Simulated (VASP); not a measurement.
Output of a VASP run:

File OSZICAR:
```
       N       E                     dE             d eps       ncg     rms          rms(c)
DAV:   1     0.152043897031E+03    0.15204E+03   -0.11084E+04   512   0.125E+03
DAV:   2    -0.345983898154E+01   -0.15550E+03   -0.14980E+03   688   0.240E+02
DAV:   3    -0.127745120467E+02   -0.93147E+01   -0.93073E+01   664   0.653E+01
DAV:   4    -0.130843458328E+02   -0.30983E+00   -0.30979E+00   944   0.997E+00
DAV:   5    -0.130862045012E+02   -0.18587E-02   -0.18586E-02   688   0.760E-01    0.115E+01
DAV:   6    -0.127661889328E+02    0.32002E+00   -0.87031E-01   720   0.525E+00    0.760E+00
DAV:   7    -0.127742402260E+02   -0.80513E-02   -0.44924E-01   784   0.412E+00    0.218E+00
DAV:   8    -0.127820722735E+02   -0.78320E-02   -0.59124E-02   632   0.148E+00    0.311E-01
DAV:   9    -0.127836554307E+02   -0.15832E-02   -0.29742E-03   744   0.320E-01    0.115E-01
DAV:  10    -0.127849890031E+02   -0.13336E-02   -0.11298E-03   600   0.223E-01    0.301E-02
DAV:  11    -0.127850713323E+02   -0.82329E-04   -0.94658E-05   792   0.571E-02    0.360E-02
DAV:  12    -0.127850826316E+02   -0.11299E-04   -0.13171E-05   624   0.212E-02    0.115E-02
DAV:  13    -0.127850856565E+02   -0.30250E-05   -0.84472E-06   672   0.157E-02    0.337E-03
DAV:  14    -0.127850855514E+02    0.10510E-06   -0.30352E-07   688   0.383E-03    0.279E-03
DAV:  15    -0.127850855195E+02    0.31929E-07   -0.37497E-08   584   0.134E-03
   1 F= -.12785086E+02 E0= -.12785086E+02  d E =-.500512E-16
```

### OUTCAR
```
------------------------ aborting loop because EDIFF is reached ----------------------------------------
  FORCE on cell =-STRESS in cart. coord.  units (eV):
  Direction    XX          YY          ZZ          XY          YZ          ZX
  --------------------------------------------------------------------------------------
  Total       -0.4963677     -0.4963677     -0.4963677      0.0000000      0.0000000      0.0000000
  in kB       -8.8521488     -8.8521488     -8.8521488      0.0000000      0.0000000      0.0000000
  external PRESSURE =      -8.8521488 kB  Pullay stress =       0.0000000 kB
  volume of cell :       89.84
      direct lattice vectors                 reciprocal lattice vectors
     0.000000000  3.554772339  3.554772339    -0.140655984  0.140655984  0.140655984
     3.554772339  0.000000000  3.554772339     0.140655984 -0.140655984  0.140655984
     3.554772339  3.554772339  0.000000000     0.140655984  0.140655984 -0.140655984
 POSITION                                       TOTAL-FORCE (eV/Angst)
 -----------------------------------------------------------------------------------
      0.00000      0.00000      0.00000        -0.000000      0.000000     -0.000000
      1.77739      1.77739      1.77739        -0.000000     -0.000000     -0.000000
      5.33216      5.33216      5.33216         0.000000      0.000000      0.000000
 -----------------------------------------------------------------------------------
    total drift:                                0.000000      0.000000      0.000000
  FREE ENERGIE OF THE ION-ELECTRON SYSTEM (eV)
  ---------------------------------------------------
  free  energy   TOTEN  =       -12.7850855195 eV

  energy  without entropy=      -12.7850855195  energy(sigma->0) =      -12.78508552
```
(Selected blocks of OUTCAR.)

POSCAR:
```
SrCl2
1
    0.0000000000     3.5547723388     3.5547723388
    3.5547723388     0.0000000000     3.5547723388
    3.5547723388     3.5547723388     0.0000000000
Sr Cl
1 2
Direct
  0.0000000000   0.0000000000   0.0000000000
  0.2500000000   0.2500000000   0.2500000000
  0.7500000000   0.7500000000   0.7500000000
```

Task: Write an INCAR and KPOINTS that could have produced this output.

Result: One answer among several that fit: the input of the run itself, PBE GGA, plane waves, VASP's PBE PAW potentials (set 64).

**INCAR**
```
# general
SYSTEM =SrCl2
PREC   =Accurate
ENCUT  =480   # plane-wave cut-off (eV)
LREAL  =F
LASPH  =T

# electronic loop
EDIFF  =1E-7   # SCF stop (eV)
NELM   =100
ALGO   =Normal   # blocked Davidson
LMAXMIX=4

# smearing
ISMEAR =0   # Gaussian
SIGMA  =0.05   # width (eV)

# functional
GGA    =PE

# ions
ISIF   =2

# output
LWAVE  =F
LCHARG =F
```

File KPOINTS:
```
Automatic mesh
0
Gamma
6 6 6
0 0 0
```

POTCAR, in this order: Sr_sv Cl (PBE.64 set). Program: vasp_std.

The compound is SrCl2 in the fluorite structure. This cell was strained or had an atom moved on purpose.
